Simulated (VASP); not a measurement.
Computed with revTPSS meta-GGA, VASP's PBE PAW potentials (set 64) (plane waves; VASP 6.6.1).

The input files of a VASP run:

File KPOINTS_OPT:
```
k-points along high-symmetry lines
10
Line-mode
Reciprocal
  0.000000   0.000000   0.000000 ! GAMMA
  0.500000   0.000000   0.500000 ! X

  0.500000   0.000000   0.500000 ! X
  0.625000   0.250000   0.625000 ! U

  0.375000   0.375000   0.750000 ! K
  0.000000   0.000000   0.000000 ! GAMMA

  0.000000   0.000000   0.000000 ! GAMMA
  0.500000   0.500000   0.500000 ! L

  0.500000   0.500000   0.500000 ! L
  0.500000   0.250000   0.750000 ! W

  0.500000   0.250000   0.750000 ! W
  0.500000   0.000000   0.500000 ! X
```

**INCAR**
```
LORBIT = 11
ISIF = 2   # forces and stress, cell fixed
NELM = 100
ALGO = Normal   # blocked Davidson
SYSTEM = Li2Se
NEDOS = 601   # DOS grid
ENCUT = 520   # plane-wave cut-off (eV)
EDIFF = 1E-7
PREC = Accurate
LMIXTAU = .True.
LEFG = .True.
LMAXMIX = 4   # l cut-off of mixed one-centre charges
METAGGA = RTPSS
LWAVE = .False.
LASPH = .True.   # aspherical one-centre terms
LCHARG = .False.
LREAL = .False.   # projection in real space or not
ISMEAR = -5
```

KPOINTS:
```
Automatic mesh
0
Gamma
7 7 7
0 0 0
```

**POSCAR**
```
Li2Se
2.9806690
  0.0000000000   1.0000001487   1.0000001487
  1.0000001487   0.0000000000   1.0000001487
  1.0000001487   1.0000001487   0.0000000000
Li Se
2 1
Cart
  0.5000000743   0.5000000743   0.5000000743
  1.5000002230   1.5000002230   1.5000002230
  2.0000002973   1.0000001487   1.0000001487
```

POTCAR, in this order: Li_sv Se (PBE.64 set). Program: vasp_std.

**Question.** What does the run give for the energy per atom (σ→0), band gap (over mesh and band path)?

**Answer.** 
```json
{
 "energy per atom (σ→0)": "-1.788 eV/atom",
 "band gap (over mesh and band path)": "3.01 eV"
}
```

### OSZICAR
```
...
DAV:  89    -0.536511330476E+01   -0.56562E-06   -0.29867E-07   412   0.106E-02    0.182E-03
DAV:  90    -0.536511344278E+01   -0.13802E-06   -0.84338E-08   404   0.422E-03    0.117E-03
DAV:  91    -0.536511375622E+01   -0.31344E-06   -0.32478E-07   404   0.115E-02    0.101E-04
DAV:  92    -0.536511382043E+01   -0.64214E-07   -0.12791E-08   208   0.166E-03
   1 F= -.53651138E+01 E0= -.53651138E+01  d E =0.000000E+00
       N       E                     dE             ncg
       N       E                     dE             ncg
       N       E                     dE             ncg
```

The compound is Li2Se in the antifluorite structure. It was relaxed first.
